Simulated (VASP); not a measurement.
All values below come from PBE GGA, VASP's PBE PAW potentials (set 64) (plane waves; VASP).

The input files of a VASP run:

INCAR:
```
ALGO=Normal
EDIFF=1E-6
EDIFFG=-0.01
ENCUT=500
GGA=PE
IBRION=2
ISIF=3
ISMEAR=0
LASPH=.True.
LCHARG=.False.
LREAL=.False.
LWAVE=.False.
NELM=100
NSW=60
PREC=Accurate
SIGMA=0.05
SYSTEM=MgO
```

KPOINTS:
```
Automatic mesh
0
Gamma
10 10 10
0 0 0
```

POSCAR:
```
MgO
1
   -0.0000000000     2.1228125007     2.1228125007
    2.1228125007    -0.0000000000     2.1228125007
    2.1228125007     2.1228125007    -0.0000000000
Mg O
1 1
Direct
  0.0000000000   0.0000000000   0.0000000000
  0.5000000000   0.5000000000   0.5000000000
```

POTCAR, in this order: Mg O (PBE.64 set). Program: vasp_std.

Problem. Estimate the energy per atom (σ→0), band gap (on the k-mesh).

Solution. 
| Item | Result |
|---|---|
| energy per atom (σ→0) | -5.956 eV/atom |
| band gap (on the k-mesh) | 4.50 eV |

**OSZICAR**
```
...
DAV:   5    -0.134687558398E+02   -0.33614E-06   -0.33614E-06   936   0.128E-02    0.720E+00
DAV:   6    -0.119329336428E+02    0.15358E+01   -0.10247E+01   752   0.224E+01    0.231E+00
DAV:   7    -0.119174510846E+02    0.15483E-01   -0.51368E-02   792   0.267E+00    0.132E+00
DAV:   8    -0.119118119771E+02    0.56391E-02   -0.25647E-02   752   0.241E+00    0.162E-01
DAV:   9    -0.119117060676E+02    0.10591E-03   -0.41309E-04  1088   0.182E-01    0.762E-02
DAV:  10    -0.119118161601E+02   -0.11009E-03   -0.14088E-04   776   0.125E-01    0.539E-03
DAV:  11    -0.119118163533E+02   -0.19326E-06   -0.94056E-07   968   0.879E-03
   1 F= -.11911816E+02 E0= -.11911816E+02  d E =-.119118E+02
```

The structure comes from a computed database's MgO entry (Fm-3m); how it stands against other phases isn't given here. It was relaxed first. The start is the result of an earlier pass.
